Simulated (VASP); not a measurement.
Output of a VASP run:

**OUTCAR**
```
 ion  position               nearest neighbor table
   1  0.333  0.667  0.250-   2 2.68   2 2.68   2 2.68   2 2.68   2 2.68   2 2.68
   2  0.667  0.333  0.750-   1 2.68   1 2.68   1 2.68   1 2.68   1 2.68   1 2.68
  LATTYP: Found a hexagonal cell.
 ALAT       =     2.7447792394
 C/A-ratio  =     1.5770505080
 Subroutine PRICEL returns:
 Original cell was already a primitive cell.
 Subroutine GETGRP returns: Found 24 space group operations
The static configuration has the point symmetry D_3d.
 The point group associated with its full space group is D_6h.
The dynamic configuration has the point symmetry D_3d.
 Subroutine INISYM returns: Found 24 space group operations
 Subroutine IBZKPT returns following result:
 Found    135 irreducible k-points:

 Following reciprocal coordinates:
            Coordinates               Weight
  0.000000  0.000000  0.000000      1.000000
  0.066667  0.000000  0.000000      6.000000
  0.133333  0.000000  0.000000      6.000000
  0.200000  0.000000  0.000000      6.000000
  0.266667  0.000000  0.000000      6.000000
  0.333333  0.000000  0.000000      6.000000
  0.400000  0.000000  0.000000      6.000000
  0.466667  0.000000  0.000000      6.000000
  0.066667  0.066667  0.000000      6.000000
  0.133333  0.066667  0.000000     12.000000
  0.200000  0.066667  0.000000     12.000000
  0.266667  0.066667  0.000000     12.000000
  0.333333  0.066667  0.000000     12.000000
  0.400000  0.066667  0.000000     12.000000
  0.466667  0.066667  0.000000      6.000000
  0.133333  0.133333  0.000000      6.000000
  0.200000  0.133333  0.000000     12.000000
  0.266667  0.133333  0.000000     12.000000
  0.333333  0.133333  0.000000     12.000000
  0.400000  0.133333  0.000000     12.000000
  0.200000  0.200000  0.000000      6.000000
  0.266667  0.200000  0.000000     12.000000
  0.333333  0.200000  0.000000     12.000000
  0.400000  0.200000  0.000000      6.000000
  0.266667  0.266667  0.000000      6.000000
  0.333333  0.266667  0.000000     12.000000
  0.333333  0.333333  0.000000      2.000000
  0.000000  0.000000  0.111111      2.000000
  0.066667  0.000000  0.111111     12.000000
  0.133333  0.000000  0.111111     12.000000
  0.200000  0.000000  0.111111     12.000000
  0.266667  0.000000  0.111111     12.000000
  0.333333  0.000000  0.111111     12.000000
  0.400000  0.000000  0.111111     12.000000
  0.466667  0.000000  0.111111     12.000000
  0.066667  0.066667  0.111111     12.000000
  0.133333  0.066667  0.111111     24.000000
  0.200000  0.066667  0.111111     24.000000
  0.266667  0.066667  0.111111     24.000000
  0.333333  0.066667  0.111111     24.000000
   k-points           NKPTS =    135   k-points in BZ     NKDIM =    135   number of bands    NBANDS=     18
   number of dos      NEDOS =    301   number of ions     NIONS =      2
   total plane-waves  NPLWV =  12800
   dimension x,y,z NGX =    20 NGY =   20 NGZ =   32
   dimension x,y,z NGXF=    40 NGYF=   40 NGZF=   64
   ions per type =               2
   PREC   = accura    normal or accurate (medium, high low for compatibility)
   ISTART =      0    job   : 0-new  1-cont  2-samecut
   ICHARG =      2    charge: 1-file 2-atom 10-const
   ISPIN  =      1    spin polarized calculation?
   LNONCOLLINEAR =      F non collinear calculations
   LSORBIT =      F    spin-orbit coupling
   INIWAV =      1    electr: 0-lowe 1-rand  2-diag
   ENCUT  =  520.0 eV  38.22 Ry    6.18 a.u.   5.10  5.10  8.05*2*pi/ulx,y,z
   NELM   =    100;   NELMIN=  2; NELMDL= -5     # of ELM steps
   EDIFF  = 0.1E-06   stopping-criterion for ELM
   LREAL  =      F    real-space projection
   NLSPLINE    = F    spline interpolate recip. space projectors
   LMAXMIX     =    4 max onsite mixed and CHGCAR
   VOSKOWN=      0    Vosko Wilk Nusair interpolation
   EDIFFG = -.1E-01   stopping-criterion for IOM
   NSW    =     30    number of steps for IOM
...
```

**OSZICAR**
```
       N       E                     dE             d eps       ncg     rms          rms(c)
DAV:   1     0.281138812420E+03    0.28114E+03   -0.18042E+04  4868   0.172E+03
DAV:   2    -0.151874687928E+02   -0.29633E+03   -0.29070E+03  5114   0.492E+02
DAV:   3    -0.218481571528E+02   -0.66607E+01   -0.64798E+01  5138   0.784E+01
DAV:   4    -0.219209500466E+02   -0.72793E-01   -0.72678E-01  5900   0.702E+00
DAV:   5    -0.219219357147E+02   -0.98567E-03   -0.98564E-03  5232   0.760E-01    0.176E+01
DAV:   6    -0.203539767326E+02    0.15680E+01   -0.45153E+00  4904   0.216E+01    0.380E+00
DAV:   7    -0.202636555003E+02    0.90321E-01   -0.26847E-01  5010   0.466E+00    0.885E-01
DAV:   8    -0.202533384380E+02    0.10317E-01   -0.58637E-03  5138   0.894E-01    0.240E-01
DAV:   9    -0.202527329363E+02    0.60550E-03   -0.92009E-04  6004   0.344E-01    0.401E-02
DAV:  10    -0.202527548988E+02   -0.21962E-04   -0.30793E-05  5586   0.523E-02    0.903E-03
DAV:  11    -0.202527543059E+02    0.59292E-06   -0.35729E-06  5346   0.183E-02    0.269E-03
DAV:  12    -0.202527541215E+02    0.18443E-06   -0.17418E-07  3582   0.324E-03    0.781E-04
DAV:  13    -0.202527543146E+02   -0.19318E-06   -0.23481E-08  2490   0.129E-03    0.361E-04
DAV:  14    -0.202527543093E+02    0.53051E-08   -0.48794E-09  2472   0.533E-04
   1 F= -.20252754E+02 E0= -.20252328E+02  d E =-.202528E+02
       N       E                     dE             d eps       ncg     rms          rms(c)
DAV:   1    -0.202533198121E+02   -0.56550E-03   -0.20632E-02  4912   0.125E+00    0.142E-01
DAV:   2    -0.202528567533E+02    0.46306E-03   -0.66670E-04  4910   0.242E-01    0.571E-02
DAV:   3    -0.202527688200E+02    0.87933E-04   -0.30216E-04  5864   0.120E-01    0.126E-02
DAV:   4    -0.202527690528E+02   -0.23284E-06   -0.91432E-06  5928   0.349E-02    0.780E-03
DAV:   5    -0.202527691801E+02   -0.12727E-06   -0.87495E-07  5770   0.702E-03    0.319E-03
DAV:   6    -0.202527691909E+02   -0.10827E-07   -0.13170E-07  2696   0.431E-03
   2 F= -.20252769E+02 E0= -.20252363E+02  d E =-.148816E-04
       N       E                     dE             d eps       ncg     rms          rms(c)
DAV:   1    -0.202528455900E+02   -0.76410E-04   -0.26052E-03  4908   0.443E-01    0.507E-02
DAV:   2    -0.202527870710E+02    0.58519E-04   -0.84267E-05  4898   0.865E-02    0.203E-02
DAV:   3    -0.202527758771E+02    0.11194E-04   -0.38360E-05  5834   0.427E-02    0.444E-03
DAV:   4    -0.202527759018E+02   -0.24720E-07   -0.11844E-06  5888   0.125E-02    0.273E-03
DAV:   5    -0.202527758828E+02    0.19049E-07   -0.10446E-07  2912   0.250E-03
   3 F= -.20252776E+02 E0= -.20252361E+02  d E =-.215734E-04
```

File OUTCAR:
```
------------------------ aborting loop because EDIFF is reached ----------------------------------------
  FORCE on cell =-STRESS in cart. coord.  units (eV):
  Direction    XX          YY          ZZ          XY          YZ          ZX
  --------------------------------------------------------------------------------------
  Total       -3.1424594     -3.1424598     -3.1399239      0.0000000      0.0000000      0.0000000
  in kB     -178.2714419   -178.2714630   -178.1276056      0.0000000      0.0000000      0.0000000
  external PRESSURE =    -178.2235035 kB  Pullay stress =       0.0000000 kB
  volume of cell :       28.24
      direct lattice vectors                 reciprocal lattice vectors
     1.371931104 -2.376254516 -0.000000000     0.364449788 -0.210415171  0.000000000
     1.371931104  2.376254516 -0.000000000     0.364449788  0.210415171  0.000000000
    -0.000000000 -0.000000000  4.331548959     0.000000000  0.000000000  0.230864296
 POSITION                                       TOTAL-FORCE (eV/Angst)
 -----------------------------------------------------------------------------------
      1.37193      0.79209      1.08289         0.000000      0.000000      0.000000
      1.37193     -0.79209      3.24866        -0.000000     -0.000000      0.000000
 -----------------------------------------------------------------------------------
    total drift:                               -0.000000      0.000525     -0.000046
  FREE ENERGIE OF THE ION-ELECTRON SYSTEM (eV)
  ---------------------------------------------------
  free  energy   TOTEN  =       -20.2527758828 eV

  energy  without entropy=      -20.2515326245  energy(sigma->0) =      -20.25236146

 reached required accuracy - stopping structural energy minimisation
```
(Selected blocks of OUTCAR.)

File POSCAR:
```
Ru
1
    1.3723895523    -2.3770485880     0.0000000000
    1.3723895523     2.3770485880     0.0000000000
    0.0000000000     0.0000000000     4.3286554938
Ru
2
Direct
  0.3333330000   0.6666670000   0.2500000000
  0.6666670000   0.3333330000   0.7500000000
```

**Question.** Reconstruct the remaining input files.

**Answer.** Several could match; the one computed here: the input of the run itself, PBEsol GGA, plane waves, VASP's PBE PAW potentials (set 64).

**KPOINTS**
```
Automatic mesh
0
gamma
15 15 9
0 0 0
```

**INCAR**
```
ALGO=Normal
EDIFF=1E-7
EDIFFG=-0.01
ENCUT=520
GGA=PS
IBRION=2
ISIF=4
ISMEAR=1
LASPH=.TRUE.
LCHARG=.FALSE.
LMAXMIX=4
LREAL=.FALSE.
LWAVE=.FALSE.
NELM=100
NSW=30
PREC=Accurate
SIGMA=0.1
SYSTEM=Ru
```

POTCAR, in this order: Ru_pv (PBE.64 set). Program: vasp_std.

The compound is Ru in the hcp structure. This cell is one point of a volume scan, at 1.06 of the reference volume. Symmetry was kept, so distortions that lower it aren't found.
